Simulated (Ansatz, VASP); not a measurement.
## AlN in two plane-wave programs

Wanted: the spread between two codes on one cell, functional and k mesh. The cell is taken from a series of runs on this material, whose earlier steps may have relaxed, scaled, displaced or heated it; both programs get it as it stands.

Method: plane waves, with VASP 6.6.1 beside it; zone-centre phonons at LDA, in Ansatz 0.2.0.

## (1) Set-up

It takes space group P6_3mc (No. 186, hexagonal). The conventional cell has a = 3.089 Å, b = 3.089 Å, c = 4.943 Å, α = 90.00°, β = 90.00°, γ = 120.00°. N has 4 Al at 1.88 to 1.89 Å nearest. Nearest to Al lie 4 N at 1.88 to 1.89 Å. Farther neighbours and most contacts between anions are not listed.

As a file:

```xyz
4
Lattice="3.0886 0.0000 0.0000 -1.5443 2.6748 0.0000 0.0000 0.0000 4.9432" Properties=species:S:1:pos:R:3 pbc="T T T"
N     0.0000    1.7832    1.8828
N     1.5443    0.8916    4.3544
Al    0.0000    1.7832    4.9388
Al    1.5443    0.8916    2.4672
```

## (2) VASP: zone-centre phonons, LDA

Second derivatives magnify differences that forces hide, and they need a tight electronic threshold.

Lines of VASP's logs that name or quote its potential files are left out, and so is its time.

The input, INCAR:

```
SYSTEM = AlN
PREC = Accurate
ENCUT = 600
EDIFF = 1E-08
NELM = 120
ISMEAR = -1
SIGMA = 0.03
LREAL = .FALSE.
ALGO = Normal
GGA = CA
NELECT = 16.040838
NBANDS = 14
LORBIT = 11
LWAVE = .FALSE.
LCHARG = .FALSE.
ISIF = 2
IBRION = 8
LASPH = .TRUE.
GGA_COMPAT = .FALSE.
KPAR = 2
```

The input, POSCAR:

```
AlN
1.0
    3.0886224674      0.0000000000      0.0000000000
   -1.5443112337      2.6748255195      0.0000000000
    0.0000000000      0.0000000000      4.9431753232
N Al
2 2
Direct
    0.3333333333      0.6666666667      0.3808813061
    0.6666666667      0.3333333333      0.8808813061
    0.3333333333      0.6666666667      0.9991186939
    0.6666666667      0.3333333333      0.4991186939
```

The input, KPOINTS:

```
Automatic mesh
0
Gamma
21 21 12
0 0 0
```

The projector-augmented-wave data sets are N and Al (LDA family, release 64).

Command:

```console
mpirun -np 2 vasp_std
```

Numbers of over 12 decimals in the logs are rounded to 6 here.

Output:

```text
[banner, memory and clock lines left out]
running    2 mpi-ranks, on    1 nodes
 distrk:  each k-point on    1 cores,    2 groups
 distr:  one band on    1 cores,    1 groups

 POSCAR found type information on POSCAR N Al
 POSCAR found :  2 types and       4 ions
 LDA part: xc-table for (Slater(with rela. corr.)+CA(PZ))
 , standard interpolation
 POSCAR, INCAR and KPOINTS ok, starting setup
 FFT: planning ... GRIDC
 FFT: planning ... GRID_SOFT
 FFT: planning ... GRID
 WAVECAR not read
 entering main loop
       N       E                     dE             d eps       ncg     rms          rms(c)
DAV:   1     0.497844639980E+02    0.49784E+02   -0.82451E+03  9408   0.115E+03
DAV:   2    -0.336531842885E+02   -0.83438E+02   -0.76704E+02 13084   0.208E+02
DAV:   3    -0.375669276860E+02   -0.39137E+01   -0.38938E+01 12636   0.464E+01
DAV:   4    -0.375905116549E+02   -0.23584E-01   -0.23581E-01 10494   0.439E+00
DAV:   5    -0.375907463042E+02   -0.23465E-03   -0.23463E-03 12558   0.429E-01BRMIX: very serious problems
 the old and the new charge density differ
 old charge density:    16.00000 new   16.04084
BRMIX: very serious problems
 the old and the new charge density differ
 old charge density:    16.00000 new   16.04084
    0.124E+01
DAV:   6    -0.324966768890E+02    0.50941E+01   -0.14381E+01 11148   0.279E+01    0.444E+00
DAV:   7    -0.324541882538E+02    0.42489E-01   -0.71256E-01 11712   0.555E+00    0.280E+00
DAV:   8    -0.323988669961E+02    0.55321E-01   -0.86340E-02 10962   0.262E+00    0.403E-01
DAV:   9    -0.323936843681E+02    0.51826E-02   -0.12844E-02 12540   0.807E-01    0.217E-01
DAV:  10    -0.323938373040E+02   -0.15294E-03   -0.71759E-04 10686   0.194E-01    0.106E-01
DAV:  11    -0.323937964432E+02    0.40861E-04   -0.60768E-05 12246   0.674E-02    0.193E-02
DAV:  12    -0.323937958613E+02    0.58190E-06   -0.15955E-06 11844   0.952E-03    0.519E-03
DAV:  13    -0.323937957515E+02    0.10980E-06   -0.55091E-07 12342   0.580E-03    0.688E-04
DAV:  14    -0.323937957542E+02   -0.27126E-08   -0.88804E-09  8092   0.820E-04
   1 F= -.32393796E+02 E0= -.32393242E+02  d E =-.110758E-02
 Linear response reoptimize wavefunctions to high precision
DAV:   1    -0.323937957516E+02    0.25906E-08   -0.55784E-09 12012   0.608E-04
DAV:   2    -0.323937957516E+02   -0.27285E-10   -0.98853E-11  6876   0.938E-05
 Linear response DOF=           4
 Linear response progress:
  Degree of freedom:   1/  4
       N       E                     dE             d eps       ncg     rms          rms(c)
RMM:   1    -0.234125860335E+00   -0.23413E+00    0.19795E-01146136   0.328E+00
RMM:   2    -0.233388000093E+00    0.73786E-03   -0.36603E-03119191   0.433E-01    0.185E-01
RMM:   3    -0.234137996793E+00   -0.75000E-03   -0.98201E-04113168   0.203E-01    0.911E-02
RMM:   4    -0.235936274232E+00   -0.17983E-02   -0.96521E-04118284   0.186E-01    0.210E-02
RMM:   5    -0.235892114444E+00    0.44160E-04   -0.26849E-05134999   0.346E-02    0.234E-03
RMM:   6    -0.235931114217E+00   -0.39000E-04   -0.50248E-07137587   0.436E-03    0.964E-04
RMM:   7    -0.235933226736E+00   -0.21125E-05   -0.60473E-08140481   0.849E-04    0.831E-05
RMM:   8    -0.235932786300E+00    0.44044E-06    0.15096E-07143492   0.112E-04    0.365E-05
RMM:   9    -0.235932764815E+00    0.21485E-07    0.54329E-09143659   0.501E-05    0.290E-06
RMM:  10    -0.235932814454E+00   -0.49639E-07   -0.71737E-09143977   0.285E-05    0.138E-06
RMM:  11    -0.235932807376E+00    0.70783E-08   -0.28305E-08124408   0.241E-05    0.137E-07
 first order change of Fermi-energy  -0.19963E-05
 force on displaced ion       1 direction 1 : -16.404   0.000  -0.000
 Linear response progress:
  Degree of freedom:   2/  4
       N       E                     dE             d eps       ncg     rms          rms(c)
RMM:   1    -0.251263450762E+00   -0.25126E+00    0.20772E-01 28441   0.327E+00
RMM:   2    -0.249163552616E+00    0.20999E-02   -0.36313E-03 23381   0.441E-01    0.189E-01
RMM:   3    -0.249305763291E+00   -0.14221E-03   -0.20272E-03 23551   0.246E-01    0.857E-02
RMM:   4    -0.250534953286E+00   -0.12292E-02   -0.91620E-04 25069   0.156E-01    0.228E-02
RMM:   5    -0.250713421009E+00   -0.17847E-03   -0.25931E-05 25873   0.298E-02    0.658E-03
RMM:   6    -0.250788853730E+00   -0.75433E-04   -0.12617E-06 27227   0.617E-03    0.226E-03
RMM:   7    -0.250783658390E+00    0.51953E-05    0.77040E-08 27021   0.227E-03    0.422E-04
RMM:   8    -0.250784034230E+00   -0.37584E-06   -0.85647E-08 27729   0.292E-04    0.186E-04
RMM:   9    -0.250784217885E+00   -0.18366E-06    0.66655E-08 27905   0.113E-04    0.188E-05
RMM:  10    -0.250784171487E+00    0.46398E-07    0.10602E-07 27878   0.422E-05    0.100E-05
RMM:  11    -0.250784231779E+00   -0.60291E-07    0.14429E-07 28078   0.293E-05    0.142E-06
RMM:  12    -0.250784222352E+00    0.94270E-08    0.12346E-07 24818   0.225E-05    0.840E-07
RMM:  13    -0.250784224101E+00   -0.17493E-08    0.11690E-07 21125   0.214E-05    0.124E-07
RMM:  14    -0.250784224445E+00   -0.34400E-09    0.12745E-07 18834   0.212E-05    0.931E-08
 first order change of Fermi-energy   0.46120E+00
 force on displaced ion       1 direction 3 :  -0.000  -0.000 -20.121
 Linear response progress:
  Degree of freedom:   3/  4
       N       E                     dE             d eps       ncg     rms          rms(c)
RMM:   1    -0.655356075826E-02   -0.65536E-02    0.23015E-03177396   0.783E-01
RMM:   2    -0.592804540051E-02    0.62552E-03   -0.34045E-04123484   0.139E-01    0.916E-02
RMM:   3    -0.581145547836E-02    0.11659E-03   -0.63314E-05130424   0.593E-02    0.492E-02
RMM:   4    -0.582489084065E-02   -0.13435E-04   -0.55976E-05127103   0.556E-02    0.796E-03
RMM:   5    -0.582327214098E-02    0.16187E-05   -0.11851E-06134731   0.862E-03    0.896E-04
RMM:   6    -0.582302864958E-02    0.24349E-06    0.89477E-08136734   0.902E-04    0.396E-04
RMM:   7    -0.582188896559E-02    0.11397E-05    0.78589E-08139238   0.492E-04    0.283E-05
RMM:   8    -0.582193999948E-02   -0.51034E-07   -0.50201E-08142366   0.658E-05    0.167E-05
RMM:   9    -0.582192325764E-02    0.16742E-07    0.41974E-09142722   0.203E-05    0.157E-06
RMM:  10    -0.582192221335E-02    0.10443E-08   -0.25527E-09134903   0.766E-06    0.652E-07
 first order change of Fermi-energy  -0.27003E-06
 force on displaced ion       3 direction 1 : -16.432   0.000   0.000
 Linear response progress:
  Degree of freedom:   4/  4
       N       E                     dE             d eps       ncg     rms          rms(c)
RMM:   1    -0.213102749966E-01   -0.21310E-01   -0.13148E-02 41937   0.131E+00
RMM:   2    -0.119940306301E-01    0.93162E-02   -0.33531E-03 23658   0.374E-01    0.120E-01
RMM:   3    -0.115028156332E-01    0.49121E-03   -0.66273E-04 24566   0.154E-01    0.516E-02
RMM:   4    -0.114185559962E-01    0.84260E-04   -0.51239E-05 26244   0.387E-02    0.275E-02
RMM:   5    -0.113886712565E-01    0.29885E-04    0.17319E-06 26583   0.330E-02    0.589E-03
RMM:   6    -0.113854895536E-01    0.31817E-05    0.13987E-05 26824   0.871E-03    0.152E-03
RMM:   7    -0.113859726423E-01   -0.48309E-06    0.61669E-06 26974   0.221E-03    0.539E-04
RMM:   8    -0.113868843542E-01   -0.91171E-06    0.13439E-06 27327   0.980E-04    0.144E-04
RMM:   9    -0.113870250866E-01   -0.14073E-06    0.36719E-07 27749   0.202E-04    0.223E-05
RMM:  10    -0.113870043202E-01    0.20766E-07    0.75711E-07 28072   0.376E-05    0.935E-06
RMM:  11    -0.113870253516E-01   -0.21031E-07    0.59915E-07 27800   0.143E-05    0.136E-06
RMM:  12    -0.113870182981E-01    0.70535E-08    0.70072E-07 23342   0.795E-06    0.677E-07
RMM:  13    -0.113870200182E-01   -0.17201E-08    0.66469E-07 19388   0.723E-06    0.491E-08
 first order change of Fermi-energy  -0.46120E+00
 force on displaced ion       3 direction 3 :   0.000  -0.000 -21.621
 Linear response finished
```

Parts of OUTCAR (step 2):

```text
NELECT = 16.040838

 ion  position               nearest neighbor table
   1  0.333  0.667  0.381-   4 1.88   4 1.88   4 1.88   3 1.89
   2  0.667  0.333  0.881-   3 1.88   3 1.88   3 1.88   4 1.89
   3  0.333  0.667  0.999-   2 1.88   2 1.88   2 1.88   1 1.89   4 3.05   4 3.05   4 3.05   4 3.05
                             4 3.05   4 3.05
   4  0.667  0.333  0.499-   1 1.88   1 1.88   1 1.88   2 1.89   3 3.05   3 3.05   3 3.05   3 3.05
                             3 3.05   3 3.05

  LATTYP: Found a hexagonal cell.
 ALAT       =     3.0886224674
 C/A-ratio  =     1.6004465989

 Subroutine GETGRP returns: Found 12 space group operations
 (whereof  6 operations were pure point group operations)

The static configuration has the point symmetry C_3v.
 The point group associated with its full space group is C_6v.

 Found    336 irreducible k-points:

   k-points           NKPTS =    336   k-points in BZ     NKDIM =    336   number of bands    NBANDS=     14

   dimension x,y,z NGX =    28 NGY =   28 NGZ =   40
   dimension x,y,z NGXF=    56 NGYF=   56 NGZF=   80

   ENCUT  =  600.0 eV  44.10 Ry    6.64 a.u.   6.17  6.17  9.87*2*pi/ulx,y,z

 k-points in reciprocal lattice and weights: Automatic mesh
   0.00000000  0.00000000  0.00000000       0.000
   0.04761905  0.00000000  0.00000000       0.001
   0.09523810  0.00000000  0.00000000       0.001
   0.14285714  0.00000000  0.00000000       0.001
   0.19047619  0.00000000  0.00000000       0.001
   0.23809524 -0.00000000  0.00000000       0.001
   0.28571429 -0.00000000  0.00000000       0.001
   0.33333333  0.00000000  0.00000000       0.001
   0.38095238  0.00000000  0.00000000       0.001
[...]
0.33333333  0.28571429  0.50000000       0.002
   0.33333333  0.33333333  0.50000000       0.000

 average (electrostatic) potential at core
       1 -59.6561       2 -59.6561       3 -69.6568       4 -69.6568

  Total        0.7090631      0.7090631      0.8926593      0.0000000      0.0000000      0.0000000
  in kB       27.8182110     27.8182110     35.0211178      0.0000000      0.0000000      0.0000000
  external PRESSURE =      30.2191799 kB  Pullay stress =       0.0000000 kB

  energy-cutoff  :      600.00
  volume of cell :       40.84
      direct lattice vectors                 reciprocal lattice vectors
     3.088622467  0.000000000  0.000000000     0.323768933  0.186928080  0.000000000
    -1.544311234  2.674825520  0.000000000     0.000000000  0.373856161  0.000000000
     0.000000000  0.000000000  4.943175323     0.000000000  0.000000000  0.202299116

 POSITION                                       TOTAL-FORCE (eV/Angst)
 -----------------------------------------------------------------------------------
     -0.00000      1.78322      1.88276        -0.000000      0.000000      0.001025
      1.54431      0.89161      4.35435         0.000000     -0.000000      0.001025
     -0.00000      1.78322      4.93882         0.000000     -0.000000     -0.001025
      1.54431      0.89161      2.46723         0.000000     -0.000000     -0.001025
 -----------------------------------------------------------------------------------
    total drift:                                0.000000     -0.000000     -0.000740

 Eigenvectors and eigenvalues of the dynamical matrix
 ----------------------------------------------------

   1 f  =   21.716691 THz   136.449996 2PiTHz  724.390853 cm-1    89.812979 meV
             X         Y         Z           dx          dy          dz
     -0.000000  1.783217  1.882763     0.000000    0.000000    0.706579
      1.544311  0.891609  4.354351     0.000000    0.000000   -0.706579
     -0.000000  1.783217  4.938819    -0.000000   -0.000000   -0.027317
      1.544311  0.891609  2.467231    -0.000000   -0.000000    0.027317

   2 f  =   20.448850 THz   128.483915 2PiTHz  682.100222 cm-1    84.569611 meV
             X         Y         Z           dx          dy          dz
     -0.000000  1.783217  1.882763    -0.000000    0.573762   -0.000000
      1.544311  0.891609  4.354351    -0.000000    0.573762    0.000000
     -0.000000  1.783217  4.938819     0.000000   -0.413277   -0.000000
      1.544311  0.891609  2.467231     0.000000   -0.413277   -0.000000

   3 f  =   20.448850 THz   128.483915 2PiTHz  682.100222 cm-1    84.569611 meV
             X         Y         Z           dx          dy          dz
     -0.000000  1.783217  1.882763     0.573762    0.000000   -0.000000
      1.544311  0.891609  4.354351     0.573762    0.000000    0.000000
     -0.000000  1.783217  4.938819    -0.413277   -0.000000    0.000000
      1.544311  0.891609  2.467231    -0.413277   -0.000000    0.000000

   4 f  =   20.077012 THz   126.147586 2PiTHz  669.697029 cm-1    83.031812 meV
             X         Y         Z           dx          dy          dz
     -0.000000  1.783217  1.882763    -0.000002    0.592169   -0.000000
      1.544311  0.891609  4.354351     0.000002   -0.592169    0.000000
     -0.000000  1.783217  4.938819    -0.000001    0.386440   -0.000000
      1.544311  0.891609  2.467231     0.000001   -0.386440   -0.000000

   5 f  =   20.077012 THz   126.147586 2PiTHz  669.697029 cm-1    83.031812 meV
             X         Y         Z           dx          dy          dz
     -0.000000  1.783217  1.882763     0.592169    0.000002   -0.000000
      1.544311  0.891609  4.354351    -0.592169   -0.000002    0.000000
     -0.000000  1.783217  4.938819     0.386440    0.000001    0.000000
      1.544311  0.891609  2.467231    -0.386440   -0.000001    0.000000

   6 f  =   18.738736 THz   117.738951 2PiTHz  625.056952 cm-1    77.497150 meV
             X         Y         Z           dx          dy          dz
     -0.000000  1.783217  1.882763    -0.000000    0.000000   -0.573702
      1.544311  0.891609  4.354351    -0.000000   -0.000000   -0.573702
     -0.000000  1.783217  4.938819     0.000000    0.000000    0.413359
      1.544311  0.891609  2.467231     0.000000   -0.000000    0.413359

   7 f  =   16.474200 THz   103.510453 2PiTHz  549.520168 cm-1    68.131787 meV
             X         Y         Z           dx          dy          dz
     -0.000000  1.783217  1.882763    -0.000000    0.000000    0.027317
      1.544311  0.891609  4.354351    -0.000000   -0.000000   -0.027317
     -0.000000  1.783217  4.938819     0.000000    0.000000    0.706579
      1.544311  0.891609  2.467231    -0.000000   -0.000000   -0.706579

   8 f  =    7.009345 THz    44.041011 2PiTHz  233.806567 cm-1    28.988307 meV
             X         Y         Z           dx          dy          dz
     -0.000000  1.783217  1.882763     0.000014    0.386440    0.000000
      1.544311  0.891609  4.354351    -0.000014   -0.386440    0.000000
     -0.000000  1.783217  4.938819    -0.000022   -0.592169    0.000000
      1.544311  0.891609  2.467231     0.000022    0.592169    0.000000

   9 f  =    7.009345 THz    44.041011 2PiTHz  233.806567 cm-1    28.988307 meV
             X         Y         Z           dx          dy          dz
     -0.000000  1.783217  1.882763     0.386440   -0.000014   -0.000000
      1.544311  0.891609  4.354351    -0.386440    0.000014    0.000000
     -0.000000  1.783217  4.938819    -0.592169    0.000022   -0.000000
      1.544311  0.891609  2.467231     0.592169   -0.000022   -0.000000

  10 f/i=    0.000919 THz     0.005772 2PiTHz    0.030645 cm-1     0.003800 meV
             X         Y         Z           dx          dy          dz
     -0.000000  1.783217  1.882763     0.027281   -0.412375   -0.000000
      1.544311  0.891609  4.354351     0.027281   -0.412375   -0.000000
     -0.000000  1.783217  4.938819     0.037876   -0.572510   -0.000000
      1.544311  0.891609  2.467231     0.037876   -0.572510   -0.000000

  11 f/i=    0.000919 THz     0.005772 2PiTHz    0.030645 cm-1     0.003800 meV
             X         Y         Z           dx          dy          dz
     -0.000000  1.783217  1.882763    -0.412375   -0.027281    0.000000
      1.544311  0.891609  4.354351    -0.412375   -0.027281    0.000000
     -0.000000  1.783217  4.938819    -0.572510   -0.037876    0.000000
      1.544311  0.891609  2.467231    -0.572510   -0.037876    0.000000

  12 f/i=    0.001844 THz     0.011584 2PiTHz    0.061499 cm-1     0.007625 meV
             X         Y         Z           dx          dy          dz
     -0.000000  1.783217  1.882763     0.000000   -0.000000    0.413359
      1.544311  0.891609  4.354351     0.000000   -0.000000    0.413359
     -0.000000  1.783217  4.938819     0.000000   -0.000000    0.573702
      1.544311  0.891609  2.467231     0.000000   -0.000000    0.573702

 ELASTIC MODULI CONTR FROM IONIC RELAXATION (kBar)
 Direction    XX          YY          ZZ          XY          YZ          ZX
 --------------------------------------------------------------------------------
 XX        -813.9312    345.2670    490.7707      0.0000      0.0000      0.0000
 YY         345.2670   -813.9312    490.7707     -0.0000     -0.0000     -0.0000
 ZZ         490.7707    490.7707  -1027.8400      0.0000      0.0000      0.0000
 XY           0.0000     -0.0000      0.0000   -579.5991      0.0000     -0.0000
 YZ           0.0000     -0.0000      0.0000      0.0000   -149.4827      0.0000
 ZX           0.0000     -0.0000      0.0000     -0.0000      0.0000   -158.2965
 --------------------------------------------------------------------------------
```

The cell is charged against a uniform background. Energies printed during the response cycles are not total energies of the cell.

[end of part 1 of 2]

[Lines on the potential files, build, host, timing and source positions are cut from VASP's logs without a mark.]

[Logs are printed without paths, hosts, clocks, repeated set-up lines and the standing remarks that a program may print on its own settings, such as how far it seeks lower states.]

[Hosts, paths, dates, database ids (printed as entryN), source tags and the programs' standing remarks are cut or masked in the printed files.]
